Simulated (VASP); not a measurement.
These are LDA (Ceperley-Alder, Perdew-Zunger), VASP's LDA PAW potentials (set 64) (plane waves; VASP) values and carry that method's errors.

VASP ran on this input.

**POSCAR**
```
CoGa
1
    2.7420402851    -0.0000000000     0.0000000000
   -0.0000000000     2.7420402851     0.0000000000
   -0.0000000000    -0.0000000000     2.7420402851
Ga Co
1 1
Direct
  0.5000000000   0.5000000000   0.5000000000
  0.0000000000   0.0000000000   0.0000000000
```

KPOINTS:
```
Automatic mesh
0
Gamma
13 13 13
0 0 0
```

INCAR:
```
SYSTEM = CoGa
PREC = Accurate; ENCUT = 500; LREAL = F
LASPH = T
EDIFF = 1E-6; NELM = 100; ALGO = Normal
LMAXMIX = 4
ISMEAR = 1; SIGMA = 0.1
IBRION = 2; NSW = 40; ISIF = 3
EDIFFG = -0.02; PSTRESS = 200
LWAVE = F; LCHARG = F
```

POTCAR, in this order: Ga_d Co (LDA.64 set). Program: vasp_std.

### Question
Predict the energy per atom (σ→0), volume per atom, band gap (on the k-mesh).

### Answer

```yaml
energy per atom (σ→0): -6.218 eV/atom
band gap (on the k-mesh): none (metal, semimetal or under 0.01 eV)
volume_per_atom: 10.30 Å³/atom
```

### OSZICAR
```
...
       N       E                     dE             d eps       ncg     rms          rms(c)
DAV:   1    -0.124372599212E+02   -0.61114E-02   -0.13617E-02  2548   0.240E+00    0.237E-01
DAV:   2    -0.124369143173E+02    0.34560E-03   -0.77521E-03  2569   0.146E+00    0.170E-01
DAV:   3    -0.124363635593E+02    0.55076E-03   -0.32745E-03  2719   0.967E-01    0.748E-02
DAV:   4    -0.124362632858E+02    0.10027E-03   -0.20091E-04  3196   0.236E-01    0.130E-02
DAV:   5    -0.124362540889E+02    0.91968E-05   -0.11145E-05  3495   0.609E-02    0.274E-03
DAV:   6    -0.124362539657E+02    0.12327E-06   -0.36515E-07  1393   0.112E-02
   3 F= -.98652321E+01 E0= -.98656406E+01  d E =-.183223E-04
```

The compound is CoGa in the CsCl type structure. This run relaxes it under an external pressure of 20 GPa. Symmetry was kept, so distortions that lower it aren't found. The run is not spin-polarised, so no magnetic state was tried.
